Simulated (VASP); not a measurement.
Crystal: Mg.

```
Mg
1.0
     3.20930    0.00000    0.00000
    -1.60465    2.77934    0.00000
     0.00000    0.00000    5.21030
Mg
2
Direct
  0.33333 0.66667 0.25000
  0.66667 0.33333 0.75000
```

| Property | Result |
| --- | --- |
| Program | VASP 6.6.1 |
| Task | relaxation of cell and atoms |
| Functional | LDA |
| Potentials or basis | VASP PAW LDA potentials, release 64 (Mg) |
| Cutoff | 600 eV |
| k mesh | 21 × 21 × 12 |
| Occupations | methfessel-paxton, width 0.1 eV |
| Spin | no spin polarisation |

At the start: pressure -2.8 GPa; volume 23.24 Å³/atom.

Question: How do energy, volume and symmetry change on relaxing?

Answer: Over 7 steps the energy falls by 17.0 meV/atom and the volume is 21.43 Å³/atom (-7.8 %); space group P6_3/mmc (No. 194, to 0.05 Å).

Step by step:
| step | energy change (eV) | largest force (eV/Å) | pressure (GPa) | volume (Å³) |
| --- | --- | --- | --- | --- |
| 1 | 0.0000 | 0.0000 | -2.82 | 46.47 |
| 2 | -0.0316 | 0.0000 | -0.84 | 43.78 |
| 3 | -0.0340 | 0.0000 | -0.04 | 42.90 |
| 4 | -0.0340 | 0.0000 | 0.02 | 42.83 |
| 5 | -0.0341 | 0.0000 | 0.00 | 42.86 |
| 6 | -0.0341 | 0.0000 | -0.02 | 42.88 |
| 7 | -0.0341 | 0.0000 | -0.01 | 42.87 |

Final structure:
```
CELL_PARAMETERS angstrom
3.12446 0.00000 0.00000
-1.56223 2.70586 0.00000
0.00000 0.00000 5.07027
ATOMIC_POSITIONS crystal
Mg 0.33333 0.66667 0.25000
Mg 0.66667 0.33333 0.75000
```
